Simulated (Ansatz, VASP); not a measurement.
# SnTeSe (1T-SnSeTe, 1 layer) in two plane-wave programs, part 2 of 2

Wanted: the spread between two codes on one cell, functional and k mesh. Of the first pair: The structure shown is the start of the Ansatz relaxation below; VASP solves that cell, so the two are compared at the walk's first step.

VASP 6.6.1 and Ansatz 0.2.0.

So far: The starting structure; Ansatz: relaxation, PBE; VASP: single point, PBE, start cell, pair 1.

**4. Side by side**

Known differences besides the potentials themselves: the data sets hold 46 valence electrons in Ansatz (on its default PAW (the set named soft_2) files) and 26 in VASP; the cutoff is 420 eV in Ansatz and 400 eV in VASP. Total energies have different zeros and are not compared.

Forces (eV/Å; atoms numbered as in POSCAR):

```csv
atom,"Ansatz x, y, z","VASP x, y, z"
Te1,"0.000, 0.000, -5.052","0.000, 0.000, -5.076"
Sn2,"0.000, 0.000, -0.384","0.000, 0.000, -0.375"
Se3,"0.000, 0.000, 5.437","0.000, 0.000, 5.451"
```

The forces differ by 9.7 meV/Å r.m.s., which is 0.4 % of the r.m.s. force of 2.486 eV/Å (both taken over all components). With vacuum in the cell, a pressure given here is an average over mostly empty space and none of the material.

**5. Ansatz: relaxation, PBE**

This run makes the geometry at which the two programs are then compared.

The structure compared here is the end of the Ansatz relaxation.

input.yaml reads:

```yaml
crystal:
  lattice:
    - [3.8272765, 0.0, 0.0]
    - [-1.91363825, 3.3145186763, 0.0]
    - [0.0, 0.0, 17.570587823]
  atoms:
    - { symbol: Te, position: [0.6666666667, 0.3333333333, 0.426849692] }
    - { symbol: Sn, position: [0.0, 0.0, 0.5102061829] }
    - { symbol: Se, position: [0.3333333333, 0.6666666667, 0.573150308] }
kpoints:
  mp_grid: { grid: [12, 12, 1] }
hamiltonian:
  xc: pbe
scf:
  occupations: { method: fermi_dirac, width: 0.05 }
  convergence: { dr2_threshold: 1.0e-08 }
efield:
  axis: 3
  dipole_correction: true
  ramp_position: 0.97
  ramp_width: 0.04
relax:
  f_tol: 0.01
  cell: { fix: [c, alpha, beta] }
output:
  write_potential: true
  write_density: true
  volumetric_format: npy
```

Started as:

```sh
$ ansatz run input.yaml --threads 2 --pin off --max-ram 4096MiB --backend cpu --events-out ev --progress --plain --runs-dir out
```

Numbers of over 12 decimals in the logs are rounded to 6 here.

The program printed:

```text
[...]
Crystal: 3 atoms, lattice volume = 222.893 Å³
Basis set: ecut = 420 eV, 4343 PW (Γ), exchange–correlation on 54×54×240 points (8 copies of the dense FFT grid, shifted against one another)
[...]
cell:  # Å, volume = 242.6645 Å³
    - [3.993417, -1.2296851257120438e-17, 0]
    - [-1.996708, 3.458400, 0]
    - [0, 0, 17.570587823]
  atoms:
    - { symbol: Te, position: [0.666667, 0.333333, 0.403937] }
    - { symbol: Sn, position: [-2.5142242246866427e-19, 0, 0.508726] }
    - { symbol: Se, position: [0.333333, 0.666667, 0.597543] }
[key lines of the parts left out:]
SCF converged after 6 iterations
Free energy (F): -18473.777954 eV
Fermi energy:    -0.271998 eV
Dipole field:    D = -0.020995 V/Å  (p = -0.028155 e·Å, saw-weighted, corrected)
Work function:   Φ+ = 5.4111 eV   Φ− = 5.0422 eV
P = ⅓ Tr σ = -0.0170 GPa (-0.170 kbar)
```

**6. VASP: single point, PBE, relaxed cell, pair 2**

The same cell, functional, mesh and smearing now go to VASP, with its own data sets.

INCAR reads:

```
SYSTEM = SnTeSe
PREC = Accurate
ENCUT = 500
EDIFF = 1E-06
NELM = 120
ISMEAR = -1
SIGMA = 0.05
LREAL = .FALSE.
ALGO = Normal
GGA = PE
NBANDS = 19
LORBIT = 11
LWAVE = .FALSE.
LCHARG = .FALSE.
ISIF = 2
LDIPOL = .TRUE.
IDIPOL = 3
DIPOL = 0.5 0.5 0.504
LVHAR = .TRUE.
LASPH = .TRUE.
GGA_COMPAT = .FALSE.
NELMDL = -8
```

POSCAR reads:

```
SnTeSe
1.0
    3.9934167842      0.0000000000      0.0000000000
   -1.9967083921      3.4584003830      0.0000000000
    0.0000000000      0.0000000000     17.5705878230
Te Sn Se
1 1 1
Direct
    0.6666666667      0.3333333333      0.4039372234
    0.0000000000      0.0000000000      0.5087263299
    0.3333333333      0.6666666667      0.5975426296
```

KPOINTS reads:

```
Automatic mesh
0
Gamma
12 12 1
0 0 0
```

PAW data sets: Te, Sn_d and Se (PBE family, release 64).

Started as:

```sh
$ mpirun -np 1 vasp_std
```

The program printed:

```text
[... set-up lines as in an earlier step ...]
 entering main loop
       N       E                     dE             d eps       ncg     rms          rms(c)
DAV:   1     0.177428653022E+03    0.17743E+03   -0.10816E+04   778   0.110E+03
DAV:   2     0.757764943366E+01   -0.16985E+03   -0.16595E+03   920   0.238E+02
DAV:   3    -0.105754248471E+02   -0.18153E+02   -0.18067E+02   895   0.936E+01
DAV:   4    -0.111865658392E+02   -0.61114E+00   -0.61027E+00   962   0.191E+01
[...]
DAV:  23    -0.110161412602E+02   -0.38715E-05   -0.97913E-08   745   0.125E-03    0.102E-03
DAV:  24    -0.110161437596E+02   -0.24994E-05   -0.57543E-08   689   0.837E-04    0.450E-04
DAV:  25    -0.110161447277E+02   -0.96816E-06   -0.22849E-08   668   0.679E-04
   1 F= -.11016145E+02 E0= -.11011302E+02  d E =-.968451E-02
```

From OUTCAR (step 6):

```text
  Total       -0.0274431     -0.0274431      0.0286525      0.0000000      0.0000000     -0.0000000
  in kB       -0.1811915     -0.1811915      0.1891763      0.0000000      0.0000000     -0.0000000
  external PRESSURE =      -0.0577356 kB  Pullay stress =       0.0000000 kB

 POSITION                                       TOTAL-FORCE (eV/Angst)
 -----------------------------------------------------------------------------------
      1.99671      1.15280      7.09741         0.000000      0.000000     -0.011087
      0.00000      0.00000      8.93862        -0.000000     -0.000000     -0.001734
     -0.00000      2.30560     10.49918        -0.000000      0.000000      0.012820
 -----------------------------------------------------------------------------------
    total drift:                                0.000000      0.000000      0.001665

  FREE ENERGIE OF THE ION-ELECTRON SYSTEM (eV)
  ---------------------------------------------------
  free  energy   TOTEN  =       -11.0161447277 eV

  energy  without entropy=      -11.0064602201  energy(sigma->0) =      -11.01130247

[... 1 part as in an earlier step ...]

[... 2 further parts left out ...]
[key lines of the parts left out:]
E-fermi :  -1.4550
```

**7. Side by side**

What differs besides the data sets and the points named for the pairs above, as far as they apply: the data sets hold 46 valence electrons in Ansatz (on its default PAW (the set named soft_2) files) and 26 in VASP; the cutoff is 420 eV in Ansatz and 500 eV in VASP; Ansatz's pressure holds a Pulay correction, VASP's none. Total energies have different zeros and are not compared.

Compared:

```
                                   quantity  Ansatz   VASP  difference
                             pressure (GPa)   -0.02  -0.01       -0.01
 work function, lower of the two faces (eV)    5.04   5.05        0.00
work function, higher of the two faces (eV)    5.41   5.41        0.00
```

At this near-relaxed geometry the largest component of a force difference is 13 meV/Å. With vacuum in the cell, a pressure given here is an average over mostly empty space and none of the material.

**8. Summary of results**

| Item | Value |
| --- | --- |
| r.m.s. force difference (single point, PBE, start cell, pair 1) | 0.39 % of the r.m.s. force |
| difference in work function, lower of the two faces (single point, PBE, relaxed cell, pair 2) | -0.0048 eV |

In words: The r.m.s. force difference is 0.39 % of the r.m.s. force (single point, PBE, start cell, pair 1), within the 3 % picked in this series as the mark of a large difference. The data sets hold unlike numbers of valence electrons (46 in Ansatz and 26 in VASP), so part of the differences comes from the potentials. Such differences can come from data sets, numerical settings and the points named under the comparisons, not from the functional's error against experiment.

[Lines on the potential files, build, host, timing and source positions are cut from VASP's logs without a mark.]

[Logs are printed without paths, hosts, clocks, repeated set-up lines and the standing remarks that a program may print on its own settings, such as how far it seeks lower states.]

[Hosts, paths, dates, database ids (printed as entryN), source tags and the programs' standing remarks are cut or masked in the printed files.]
